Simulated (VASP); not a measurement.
OSZICAR of a VASP run on AlGa₃As₄ (ordered alloy cell):

OSZICAR:
```
       N       E                     dE             d eps       ncg     rms          rms(c)
DAV:   1     0.437962882307E+03    0.43796E+03   -0.24143E+04   761   0.178E+03
DAV:   2     0.279917881753E+02   -0.40997E+03   -0.39927E+03   827   0.456E+02
DAV:   3    -0.317376091233E+02   -0.59729E+02   -0.57453E+02   892   0.140E+02
DAV:   4    -0.347366136213E+02   -0.29990E+01   -0.29701E+01   875   0.325E+01
DAV:   5    -0.348466266989E+02   -0.11001E+00   -0.10982E+00   956   0.567E+00    0.578E+00
DAV:   6    -0.342383867504E+02    0.60824E+00   -0.12432E+00  1038   0.116E+01    0.331E+00
DAV:   7    -0.341662923784E+02    0.72094E-01   -0.63290E-01   905   0.323E+00    0.116E+00
DAV:   8    -0.341695855813E+02   -0.32932E-02   -0.94981E-02   934   0.327E+00    0.225E-01
DAV:   9    -0.341700030253E+02   -0.41744E-03   -0.12012E-02   993   0.150E+00    0.837E-02
DAV:  10    -0.341704219622E+02   -0.41894E-03   -0.15935E-03   850   0.273E-01    0.442E-02
DAV:  11    -0.341707099378E+02   -0.28798E-03   -0.50403E-04   916   0.103E-01    0.114E-02
DAV:  12    -0.341707097411E+02    0.19672E-06   -0.18254E-05   988   0.253E-02    0.600E-03
DAV:  13    -0.341707105127E+02   -0.77164E-06   -0.50450E-06   798   0.962E-03
   1 F= -.34170711E+02 E0= -.34170711E+02  d E =-.341707E+02
```

### Question
Which electronic solver shows in the log?

### Answer
It is blocked Davidson (ALGO = Normal, or the opening steps of other solvers). The INCAR had ALGO = Normal.

### Question
Can the final energy be trusted as converged?

### Answer
The run converged. It stopped with EDIFF = 1E-6, NELM = 100, NSW = 60 and EDIFFG = -0.02 after 1 ionic step (PBE GGA, plane waves, VASP's PBE PAW potentials (set 64)).

The structure was generated: AlGa3As4 was put into an ordered model structure (P-43m), which need not be its known phase. It was relaxed first. The start is the result of an earlier pass.
